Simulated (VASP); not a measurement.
Shape and ions are relaxed at each volume.

Data:

```yaml
crystal:
  lattice:
    - [1.44578, -2.50416, 0.00000]
    - [1.44578, 2.50416, 0.00000]
    - [0.00000, 0.00000, 4.58114]
  atoms:
    - { symbol: Ti, position: [0.33333, 0.66667, 0.25000] }
    - { symbol: Ti, position: [0.66667, 0.33333, 0.75000] }
```

Calculation: PBE GGA with D3 dispersion (zero damping), VASP's PBE PAW potentials (set 64) (plane waves; VASP). Run with 520 eV cut-off, 14×14×8 Γ-centred mesh, first-order Methfessel-Paxton smearing of 0.10 eV, potentials Ti_sv.

### Question
Give the energy at these volumes per atom, relative to the lowest: 15.59, 16.09, 16.59, 17.08, 17.58 Å³.

### Answer
24.2, 5.8, 0.0, 5.3, 20.4 meV/atom. A third-order Birch-Murnaghan fit gives B0 = 119 GPa and B0′ = 3.4.

Measured: bulk modulus 108 GPa at 0 K (computed value off by +9.7 %), as given by Vázquez-Parga, Fernández-Martínez, Viñes, J. Chem. Theory Comput. (2023), doi:10.1021/acs.jctc.3c00612, Supporting … [zero-point energy and finite temperature contributions removed].

The compound is Ti in the hcp structure. It was relaxed first, which changed the volume by -6 %.
